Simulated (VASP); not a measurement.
Here is a VASP 6.6.1 calculation.

File INCAR:

```
PREC = Accurate
ENCUT = 520
EDIFF = 1E-6
ISMEAR = 0
SIGMA = 0.02
LREAL = Auto
LASPH = True
NELM = 80
ALGO = Fast
ISIF = 2
LWAVE = False
LCHARG = False
GGA = PS
NBANDS = 56
```

The input KPOINTS:

```
Automatic mesh
0
Gamma
  2 2 1
```

File POSCAR:

```
PtC18
1.0
    7.3980000000      0.0000000000      0.0000000000
   -3.6990000000      6.4068560000      0.0000000000
    0.0000000000      0.0000000000     12.0000000000
C Pt
18 1
Direct
    0.0024080078     -0.0033659255      0.0808912500
    0.2247126135      0.1089345539      0.0824345833
    0.0038167335      0.3277832372      0.0828770000
    0.2255002027      0.4424816166      0.0796859167
    0.0028575369      0.6659992046      0.0979331667
    0.2270070994      0.7774107924      0.0873595000
    0.3351696960     -0.0033629599      0.0837960833
    0.5575830236      0.1084377423      0.0826928333
    0.3356527177      0.3303673440      0.0797298333
    0.5573373259      0.4427763009      0.0805668333
    0.3357710673      0.6640000961      0.0809204167
    0.5580970022      0.7761407467      0.0784453333
    0.6689839320     -0.0025947204      0.0803522500
    0.8916065205      0.1087269637      0.0795020000
    0.6652901671      0.3280364035      0.0866476667
    0.8903048133      0.4386204404      0.0939376667
    0.6685209258      0.6640534765      0.0788613333
    0.8906104285      0.7774409164      0.0842965833
    0.9023920672      0.5115281193      0.2565691667
```

Potentials or basis: VASP PAW PBE potentials, release 64 (C, Pt).

Command:

```bash
$ cat potpaw_PBE.64/C/POTCAR potpaw_PBE.64/Pt/POTCAR > POTCAR
$ mpirun -np 1 vasp_std > vasp.out
```

Problem. What does it give for the largest force?

Solution. 0.405 eV/Å.

Problem. Estimate the band gap on the k mesh.

Solution. 0.28 eV, direct.

Forces in eV/Å, atoms in the order of the input:
```
C   -0.021 -0.027  0.009
C    0.006 -0.012 -0.005
C   -0.034 -0.032  0.015
C    0.002 -0.002  0.009
C   -0.012 -0.001  0.082
C   -0.007 -0.017  0.042
C   -0.023 -0.016 -0.016
C    0.007 -0.009 -0.055
C   -0.024 -0.019 -0.018
C    0.003  0.004 -0.031
C   -0.008 -0.026  0.009
C   -0.004 -0.019 -0.005
C   -0.011 -0.002 -0.009
C   -0.013 -0.004  0.001
C   -0.023 -0.038 -0.115
C   -0.013 -0.071 -0.066
C   -0.012 -0.035  0.001
C   -0.001 -0.014  0.034
Pt   0.186  0.340  0.117
```

Caveat: the k mesh is coarse (spacing up to 0.49 Å⁻¹), so the values aren't converged; the PAW data sets were made with another functional, which shifts forces and pressure a little; spin-orbit coupling is left out, which moves the levels of the heavy elements. As with any semilocal functional, this PBEsol gap is likely too small.
